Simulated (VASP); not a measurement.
Calculation: PBE GGA, VASP's PBE PAW potentials (set 64) (plane waves; VASP 6.6.1).

Input for VASP

**POSCAR**
```
LaAs
1
    3.7436148606     0.0000000000     0.0000000000
    0.0000000000     3.7436148606     0.0000000000
    0.0000000000     0.0000000000     3.7436148606
La As
1 1
Direct
  0.0000000000   0.0000000000   0.0000000000
  0.5000000000   0.5000000000   0.5000000000
```

File KPOINTS:
```
Automatic mesh
0
Gamma
11 11 11
0 0 0
```

### INCAR
```
ALGO = Normal
EDIFF = 1E-7
ENCUT = 400
GGA = PE
ISIF = 2
ISMEAR = -5
LASPH = .True.
LCHARG = .True.
LMAXMIX = 6
LORBIT = 11
LREAL = .False.
LWAVE = .False.
NEDOS = 601
NELM = 100
PREC = Accurate
SYSTEM = LaAs
```

POTCAR, in this order: La As (PBE.64 set). Program: vasp_std.

Output of the run:

File OSZICAR:
```
       N       E                     dE             d eps       ncg     rms          rms(c)
DAV:   1     0.125902365387E+03    0.12590E+03   -0.48717E+03  1352   0.142E+03
DAV:   2    -0.188955514995E+01   -0.12779E+03   -0.12523E+03  1896   0.233E+02
DAV:   3    -0.115520038952E+02   -0.96624E+01   -0.95383E+01  1848   0.981E+01
DAV:   4    -0.120915046052E+02   -0.53950E+00   -0.49378E+00  2416   0.168E+01
DAV:   5    -0.121390731969E+02   -0.47569E-01   -0.45703E-01  2256   0.514E+00    0.318E+00
DAV:   6    -0.119808922780E+02    0.15818E+00   -0.71478E-01  2480   0.514E+00    0.186E+00
DAV:   7    -0.119749870534E+02    0.59052E-02   -0.42281E-02  2096   0.241E+00    0.984E-01
DAV:   8    -0.119825315521E+02   -0.75445E-02   -0.37131E-02  2000   0.177E+00    0.267E-01
DAV:   9    -0.119832746451E+02   -0.74309E-03   -0.72905E-03  2488   0.104E+00    0.106E-01
DAV:  10    -0.119831667946E+02    0.10785E-03   -0.10917E-03  2352   0.362E-01    0.637E-02
DAV:  11    -0.119831459408E+02    0.20854E-04   -0.23263E-04  2232   0.208E-01    0.232E-02
DAV:  12    -0.119831755463E+02   -0.29605E-04   -0.31871E-05  2336   0.676E-02    0.492E-03
DAV:  13    -0.119831731812E+02    0.23651E-05   -0.15590E-06  2240   0.909E-03    0.231E-03
DAV:  14    -0.119831693407E+02    0.38405E-05   -0.28775E-07  1752   0.661E-03    0.500E-04
DAV:  15    -0.119831684865E+02    0.85418E-06   -0.51297E-08  1340   0.255E-03    0.237E-04
DAV:  16    -0.119831683404E+02    0.14611E-06   -0.20760E-08  1344   0.233E-03    0.107E-04
DAV:  17    -0.119831683238E+02    0.16606E-07   -0.11879E-08  1336   0.170E-03
   1 F= -.11983168E+02 E0= -.11983168E+02  d E =0.000000E+00
```

File OUTCAR:
```
------------------------ aborting loop because EDIFF is reached ----------------------------------------
  FORCE on cell =-STRESS in cart. coord.  units (eV):
  Direction    XX          YY          ZZ          XY          YZ          ZX
  --------------------------------------------------------------------------------------
  Total        0.0186070      0.0186070      0.0186070     -0.0000000     -0.0000000      0.0000000
  in kB        0.5682164      0.5682164      0.5682164     -0.0000000     -0.0000000      0.0000000
  external PRESSURE =       0.5682164 kB  Pullay stress =       0.0000000 kB
  volume of cell :       52.47
      direct lattice vectors                 reciprocal lattice vectors
     3.743614861  0.000000000  0.000000000     0.267121495  0.000000000  0.000000000
     0.000000000  3.743614861  0.000000000     0.000000000  0.267121495  0.000000000
     0.000000000  0.000000000  3.743614861     0.000000000  0.000000000  0.267121495
 POSITION                                       TOTAL-FORCE (eV/Angst)
 -----------------------------------------------------------------------------------
      0.00000      0.00000      0.00000         0.000000      0.000000      0.000000
      1.87181      1.87181      1.87181         0.000000      0.000000      0.000000
 -----------------------------------------------------------------------------------
    total drift:                               -0.000000      0.000000     -0.000000
  FREE ENERGIE OF THE ION-ELECTRON SYSTEM (eV)
  ---------------------------------------------------
  free  energy   TOTEN  =       -11.9831683238 eV

  energy  without entropy=      -11.9831683238  energy(sigma->0) =      -11.98316832

 total charge

# of ion       s       p       d       f       tot
--------------------------------------------------
    1        2.018   5.634   0.680   0.182   8.514
    2        1.218   1.567   0.014   0.000   2.799
--------------------------------------------------
tot          3.236   7.201   0.694   0.182  11.312
```
(Selected blocks of OUTCAR.)

### OUTCAR
```
 val. band max:        7.7288792092   @ k =   0.4545   0.3636   0.0000

 cond. band min:       7.6119114179   @ k =   0.3636   0.0000   0.0000


 Fermi energy:         7.6620766602

 k-point     1 :       0.0000    0.0000    0.0000
  band No.  band energies     occupation
      1     -25.1045      2.00000
      2      -8.5084      2.00000
      3      -8.5084      2.00000
      4      -8.5084      2.00000
      5      -2.9776      2.00000
      6       6.9318      2.00000
      7       6.9318      2.00000
      8       7.8619      0.22927
      9       7.8619      0.00000
     10       7.8619      0.00000
     11       9.7510      0.00000
     12       9.7510      0.00000

 k-point     2 :       0.0909    0.0000    0.0000
  band No.  band energies     occupation
      1     -25.0989      2.00000
      2      -8.5952      2.00000
      3      -8.5008      2.00000
      4      -8.5008      2.00000
      5      -2.8745      2.00000
      6       6.6607      2.00000
      7       6.9836      2.00000
      8       7.7776      0.94276
      9       7.7776     -0.03254
     10       7.9144      0.00000
     11       9.7297      0.00000
     12       9.7501      0.00000

 k-point     3 :       0.1818    0.0000    0.0000
  band No.  band energies     occupation
      1     -25.0838      2.00000
      2      -8.8160      2.00000
      3      -8.4804      2.00000
      4      -8.4804      2.00000
      5      -2.5982      2.00000
      6       5.8425      2.00000
      7       7.1327      2.00000
      8       7.5495      1.98336
      9       7.5495      1.57734
     10       8.3724      0.00000
     11       9.6613      0.00000
     12       9.7490      0.00000

 k-point     4 :       0.2727    0.0000    0.0000
  band No.  band energies     occupation
      1     -25.0639      2.00000
      2      -9.0832      2.00000
      3      -8.4533      2.00000
      4      -8.4533      2.00000
      5      -2.2261      2.00000
      6       4.8907      2.00000
...
```

For a metal the tetrahedron method with Blöchl corrections gives inexact stress and forces.

The structure was generated: LaAs was put into the CsCl type type (Pm-3m), which need not be its known phase. It was relaxed first, which changed the volume by -31 %.
